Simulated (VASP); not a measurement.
# GaGe7 (P-43m) in VASP: a series of runs

Aim: see how the results for GaGe7 move with the level of theory and the settings. Levels: PBE, LDA, PBEsol, r2SCAN. Tasks: relaxation of cell and atoms.

Program: VASP 6.6.1. These are calculated values, not measurements. Logs are shortened: lines on timing, memory, paths and dates and some standing lists are left out, and cuts for length are marked.

### Step 1. The structure

It takes space group P-43m (No. 215, cubic). The conventional cell has a = 5.783 Å, b = 5.783 Å, c = 5.783 Å, α = 90.00°, β = 90.00°, γ = 90.00°. Around Ga (site symmetry -43m) lie 4 Ge at 2.50 Å. Ge (site symmetry -42m) has 4 Ge at 2.50 Å as nearest neighbours. Around Ge (site symmetry 3m) lie 1 Ga at 2.50 Å and 3 Ge at 2.50 Å.

The cell was built by a generator and needn't be a form met in nature.

### Step 2. Relaxation of cell and atoms, PBE

File INCAR:

```
SYSTEM = GaGe7
  ALGO = Fast
  EDIFF = 1E-7
  EDIFFG = -0.02
  ENCUT = 600
  GGA = PE
  IBRION = 2
  ISIF = 3
  ISMEAR = 0
  LASPH = .TRUE.
  LCHARG = .FALSE.
  LREAL = .FALSE.
  LWAVE = .FALSE.
  NELM = 80
  NSW = 40
  PREC = Accurate
  SIGMA = 0.05
```

File KPOINTS:

```
k-points
0
G
  7 7 7
  0 0 0
```

File POSCAR:

```
GaGe7
1.0
    5.7830000000      0.0000000000      0.0000000000
    0.0000000000      5.7830000000      0.0000000000
    0.0000000000      0.0000000000      5.7830000000
Ga Ge
1 7
Direct
    0.0000000000      0.0000000000      0.0000000000
    0.0000000000      0.5000000000      0.5000000000
    0.5000000000      0.0000000000      0.5000000000
    0.5000000000      0.5000000000      0.0000000000
    0.2500000000      0.2500000000      0.2500000000
    0.2500000000      0.7500000000      0.7500000000
    0.7500000000      0.2500000000      0.7500000000
    0.7500000000      0.7500000000      0.2500000000
```

Potentials or basis: VASP PAW PBE potentials, release 64 (Ga_d, Ge_d).

Command:

```console
> cat potpaw_PBE.64/Ga_d/POTCAR potpaw_PBE.64/Ge_d/POTCAR > POTCAR
> mpirun -np 1 vasp_std > vasp.out
```

OUTCAR:

```text
SYSTEM = GaGe7
   EDIFF = 1E-7
   EDIFFG = -0.02
   ENCUT = 600
   GGA = PE
   IBRION = 2
   ISIF = 3
   ISMEAR = 0
   LASPH = .TRUE.
   LREAL = .FALSE.
   NELM = 80
   NSW = 40
   PREC = Accurate

 ion  position               nearest neighbor table
   1  0.000  0.000  0.000-   5 2.50   6 2.50   7 2.50   8 2.50
   2  0.000  0.500  0.500-   5 2.50   6 2.50   7 2.50   8 2.50
   3  0.500  0.000  0.500-   5 2.50   6 2.50   7 2.50   8 2.50
   4  0.500  0.500  0.000-   5 2.50   6 2.50   7 2.50   8 2.50
   5  0.250  0.250  0.250-   1 2.50   2 2.50   3 2.50   4 2.50
   6  0.250  0.750  0.750-   1 2.50   2 2.50   3 2.50   4 2.50
   7  0.750  0.250  0.750-   1 2.50   2 2.50   3 2.50   4 2.50
   8  0.750  0.750  0.250-   1 2.50   2 2.50   3 2.50   4 2.50

  LATTYP: Found a simple cubic cell.
 ALAT       =     5.7830000000

  Lattice vectors:

 A1 = (   5.7830000000,   0.0000000000,   0.0000000000)
 A2 = (   0.0000000000,   5.7830000000,   0.0000000000)
 A3 = (   0.0000000000,   0.0000000000,   5.7830000000)

Analysis of symmetry for initial positions (statically):
=====================================================================
 Subroutine PRICEL returns:
 Original cell was already a primitive cell.

 Routine SETGRP: Setting up the symmetry group for a
 simple cubic supercell.

 Subroutine GETGRP returns: Found 24 space group operations
 (whereof 24 operations were pure point group operations)
 out of a pool of 48 trial point group operations.

The static configuration has the point symmetry T_d .

Analysis of symmetry for dynamics (positions and initial velocities):
=====================================================================
 Subroutine PRICEL returns:
 Original cell was already a primitive cell.

 Routine SETGRP: Setting up the symmetry group for a
 simple cubic supercell.

 Subroutine GETGRP returns: Found 24 space group operations
 (whereof 24 operations were pure point group operations)
 out of a pool of 48 trial point group operations.

The dynamic configuration has the point symmetry T_d .

 Subroutine INISYM returns: Found 24 space group operations
 (whereof 24 operations are pure point group operations),
 and found     1 'primitive' translations

----------------------------------------------------------------------------------------

                                     Primitive cell

  volume of cell :     193.4014

  direct lattice vectors                    reciprocal lattice vectors
     5.783000000  0.000000000  0.000000000     0.172920629  0.000000000  0.000000000
     0.000000000  5.783000000  0.000000000     0.000000000  0.172920629  0.000000000
     0.000000000  0.000000000  5.783000000     0.000000000  0.000000000  0.172920629

  length of vectors
     5.783000000  5.783000000  5.783000000     0.172920629  0.172920629  0.172920629

  position of ions in fractional coordinates (direct lattice)
     0.000000000  0.000000000  0.000000000
     0.000000000  0.500000000  0.500000000
     0.500000000  0.000000000  0.500000000
     0.500000000  0.500000000  0.000000000
     0.250000000  0.250000000  0.250000000
     0.250000000  0.750000000  0.750000000
     0.750000000  0.250000000  0.750000000
     0.750000000  0.750000000  0.250000000

  ion indices of the primitive-cell ions
   primitive index   ion index
                 1           1
                 2           2
                 3           3
                 4           4
                 5           5
                 6           6
                 7           7
                 8           8

----------------------------------------------------------------------------------------

 KPOINTS: k-points

Automatic generation of k-mesh.
 Grid dimensions read from file:
 generate k-points for:    7    7    7

 Generating k-lattice:

  Cartesian coordinates                     Fractional coordinates (reciprocal lattice)
     0.024702947  0.000000000  0.000000000     0.142857143  0.000000000  0.000000000
     0.000000000  0.024702947  0.000000000     0.000000000  0.142857143  0.000000000
     0.000000000  0.000000000  0.024702947     0.000000000  0.000000000  0.142857143

  Length of vectors
     0.024702947  0.024702947  0.024702947

  Shift w.r.t. Gamma in fractional coordinates (k-lattice)
     0.000000000  0.000000000  0.000000000

 Subroutine IBZKPT returns following result:
 ===========================================

 Found     20 irreducible k-points:

 Following reciprocal coordinates:
            Coordinates               Weight
  0.000000  0.000000  0.000000      1.000000
  0.142857  0.000000  0.000000      6.000000
  0.285714  0.000000  0.000000      6.000000
  0.428571  0.000000  0.000000      6.000000
  0.142857  0.142857  0.000000     12.000000
  0.285714  0.142857  0.000000     24.000000
[... 12 lines left out ...]
  0.428571  0.428571  0.285714     24.000000
  0.428571  0.428571  0.428571      8.000000
   k-points           NKPTS =     20   k-points in BZ     NKDIM =     20   number of bands    NBANDS=     66
   number of dos      NEDOS =    301   number of ions     NIONS =      8
   total plane-waves  NPLWV = 110592
   dimension x,y,z NGX =    48 NGY =   48 NGZ =   48
   dimension x,y,z NGXF=    96 NGYF=   96 NGZF=   96
   ions per type =               1   7
   NGX,Y,Z   is equivalent  to a cutoff of  13.80, 13.80, 13.80 a.u.
   NGXF,Y,Z  is equivalent  to a cutoff of  27.60, 27.60, 27.60 a.u.
 SYSTEM =  GaGe7
   PREC   = accura    normal or accurate (medium, high low for compatibility)
   ISTART =      0    job   : 0-new  1-cont  2-samecut
   ICHARG =      2    charge: 1-file 2-atom 10-const
   ISPIN  =      1    spin polarized calculation?
   LNONCOLLINEAR =      F non collinear calculations
   LSORBIT =      F    spin-orbit coupling
   LASPH  =      T    aspherical Exc in radial PAW
   ENCUT  =  600.0 eV  44.10 Ry    6.64 a.u.  11.55 11.55 11.55*2*pi/ulx,y,z
   NELM   =     80;   NELMIN=  2; NELMDL= -5     # of ELM steps
   EDIFF  = 0.1E-06   stopping-criterion for ELM
   LREAL  =      F    real-space projection
   EDIFFG = -.2E-01   stopping-criterion for IOM
   NSW    =     40    number of steps for IOM
   IBRION =      2    ionic relax: 0-MD 1-quasi-New 2-CG
   NFREE  =      1    steps in history (QN), initial steepest desc. (CG)
   ISIF   =      3    stress and relaxation
   ISYM   =      2    0-nonsym 1-usesym 2-fastsym
   POTIM  = 0.5000    time-step for ionic-motion
   TEBEG  =    0.0;   TEEND  =   0.0 temperature during run
   PSTRESS=    0.0 pullay stress
   NELECT =     111.0000    total number of electrons
   NUPDOWN=      -1.0000    fix difference up-down
   EMIN   =  10.00;   EMAX   =-10.00  energy-range for DOS
   EFERMI =   0.00;   METHOD = LEGACY
   ISMEAR =     0;   SIGMA  =   0.05  broadening in eV -4-tet -1-fermi 0-gaus
   EFERMI_NEDOS =   21; number of points for ismear=-14 and -15
   IALGO  =     68    algorithm
   IMIX   =      4    mixing-type and parameters
     AMIX     =   0.40;   BMIX     =  1.00
     AMIX_MAG =   1.60;   BMIX_MAG =  1.00
  volume/ion in A,a.u.               =      24.18       163.14
  Fermi-wavevector in a.u.,A,eV,Ry     =   1.360492  2.570957 25.183544  1.850938
  Thomas-Fermi vector in A             =   2.487149
   LORBIT       =      0    0 simple, 1 ext, 2 COOP (PROOUT), +10 PAW based schemes
   GGA     = PE    functional components
   LHFCALC =     F    Hartree Fock is set to
   AEXX    =    0.0000 exact exchange contribution
   IVDW    =     0    specifies the selected vdW correction
   LEPSILON=     F    determine dielectric tensor
   LRPA    =     F    only Hartree local field effects (RPA)
 conjugate gradient relaxation of ions
 non-spin polarized calculation
 RMM-DIIS sequential band-by-band and
 Gauss-broadening in eV      SIGMA  =   0.05
  energy-cutoff  :      600.00
  volume of cell :      193.40
 maximum number of plane-waves:      6485
 NGX is ok and might be reduce to    48
   NGX = 23   NGY = 23   NGZ = 23

--------------------------------------- Ionic step        1  -------------------------------------------

 number of electron     111.0000088 magnetization

 Free energy of the ion-electron system (eV)
  ---------------------------------------------------
  ext. energy  EPLUGINS =         0.00000000
  ---------------------------------------------------
  free energy    TOTEN  =       -34.24558817 eV

  energy without entropy =      -34.24041376  energy(sigma->0) =      -34.24300097

------------------------ aborting loop because EDIFF is reached ----------------------------------------

  FORCE on cell =-STRESS in cart. coord.  units (eV):
  Direction    XX          YY          ZZ          XY          YZ          ZX
  --------------------------------------------------------------------------------------
  -------------------------------------------------------------------------------------
  Total       -0.5034031     -0.5034031     -0.5034031      0.0000000     -0.0000000     -0.0000000
  in kB       -4.1702961     -4.1702961     -4.1702961      0.0000000     -0.0000000     -0.0000000
  external PRESSURE =      -4.1702961 kB  Pullay stress =       0.0000000 kB

 VOLUME and BASIS-vectors are now :
 -----------------------------------------------------------------------------
  energy-cutoff  :      600.00
  volume of cell :      193.40
      direct lattice vectors                 reciprocal lattice vectors
     5.783000000  0.000000000  0.000000000     0.172920629  0.000000000  0.000000000
     0.000000000  5.783000000  0.000000000     0.000000000  0.172920629  0.000000000
     0.000000000  0.000000000  5.783000000     0.000000000  0.000000000  0.172920629
[... 85 lines left out ...]
 POSITION                                       TOTAL-FORCE (eV/Angst)
 -----------------------------------------------------------------------------------
      0.00000      0.00000     -0.00000        -0.000000      0.000000     -0.000000
     -0.00000      2.88051      2.88051        -0.000000      0.000000     -0.000000
      2.88051     -0.00000      2.88051        -0.000000      0.000000     -0.000000
      2.88051      2.88051     -0.00000        -0.000000      0.000000     -0.000000
      1.43374      1.43374      1.43374        -0.038958     -0.038958     -0.038958
      1.43374      4.32728      4.32728        -0.038958      0.038958      0.038958
      4.32728      1.43374      4.32728         0.038958     -0.038958      0.038958
      4.32728      4.32728      1.43374         0.038958      0.038958     -0.038958
 -----------------------------------------------------------------------------------
    total drift:                                0.000000      0.000000      0.000000

  FREE ENERGIE OF THE ION-ELECTRON SYSTEM (eV)
  ---------------------------------------------------
  free  energy   TOTEN  =       -34.2528894879 eV

  energy  without entropy=      -34.2482281675  energy(sigma->0) =      -34.25055883

--------------------------------------- Ionic step        4  -------------------------------------------

 number of electron     111.0000037 magnetization

 Free energy of the ion-electron system (eV)
  ---------------------------------------------------
  ext. energy  EPLUGINS =         0.00000000
  ---------------------------------------------------
  free energy    TOTEN  =       -34.25408538 eV

  energy without entropy =      -34.24950981  energy(sigma->0) =      -34.25179760

 E-fermi :   3.6398     XC(G=0):  -9.6505

 val. band max:        3.6150564297   @ k =   0.2857   0.0000   0.0000
 cond. band min:       3.6506280937   @ k =   0.2857   0.1429   0.1429
 fundamental gap:      0.0355716639
 Fermi energy:         3.6398372791

 k-point     1 :       0.0000    0.0000    0.0000
  band No.  band energies     occupation
      1     -20.5322      2.00000
      2     -20.5322      2.00000
      3     -20.5322      2.00000
      4     -20.5245      2.00000
      5     -20.5245      2.00000
      6     -20.5245      2.00000
[... 1391 lines left out ...]
 POSITION                                       TOTAL-FORCE (eV/Angst)
 -----------------------------------------------------------------------------------
      5.76721     -0.00000      5.76721        -0.000000     -0.000000     -0.000000
      5.76721      2.88360      2.88360         0.000000     -0.000000     -0.000000
      2.88360     -0.00000      2.88360        -0.000000     -0.000000     -0.000000
      2.88360      2.88360      5.76721         0.000000     -0.000000     -0.000000
      1.43235      1.43235      1.43235        -0.004986     -0.004986     -0.004986
      1.43235      4.33486      4.33486        -0.004986      0.004986      0.004986
      4.33486      1.43235      4.33486         0.004986     -0.004986      0.004986
      4.33486      4.33486      1.43235         0.004986      0.004986     -0.004986
 -----------------------------------------------------------------------------------
    total drift:                                0.000000      0.000000      0.000000

  FREE ENERGIE OF THE ION-ELECTRON SYSTEM (eV)
  ---------------------------------------------------
  free  energy   TOTEN  =       -34.2540853841 eV

  energy  without entropy=      -34.2495098080  energy(sigma->0) =      -34.25179760

 reached required accuracy - stopping structural energy minimisation
```

Wall time 13 min (1 thread of Intel Xeon Platinum 8488C (Sapphire Rapids), shared host); peak memory 0.49 GiB.

Results:

```
Free energy                            : -34.2541 eV
Relaxed volume                         : 23.98 Å³/atom
Relaxed cell                           : a = 5.767 Å, b = 5.767 Å, c = 5.767 Å, α = 90.00°, β = 90.00°, γ = 90.00°
Space group after relaxing (to 0.05 Å) : P-43m (No. 215)
Energy gained by relaxing              : 1.1 meV/atom
Ionic steps                            : 4
Pressure after relaxing                : 0.0 GPa
Band gap on the k mesh                 : none (metal or under the smearing width)
```

The path:
```
step  energy change (eV)  largest force (eV/Å)  pressure (GPa)  volume (Å³)
   1              0.0000                0.1874           -0.42       193.40
   2             -0.0069                0.0925            0.09       191.65
   3             -0.0073                0.0675            0.22       191.20
   4             -0.0085                0.0086            0.01       191.82
```

Final structure:
```xyz
8
Lattice="5.7672 0.0000 0.0000 0.0000 5.7672 0.0000 0.0000 0.0000 5.7672" Properties=species:S:1:pos:R:3 pbc="T T T"
Ga    5.7672    0.0000    5.7672
Ge    5.7672    2.8836    2.8836
Ge    2.8836    0.0000    2.8836
Ge    2.8836    2.8836    5.7672
Ge    1.4323    1.4323    1.4323
Ge    1.4323    4.3349    4.3349
Ge    4.3349    1.4323    4.3349
Ge    4.3349    4.3349    1.4323
```

(Continued in part 2 of 2.)
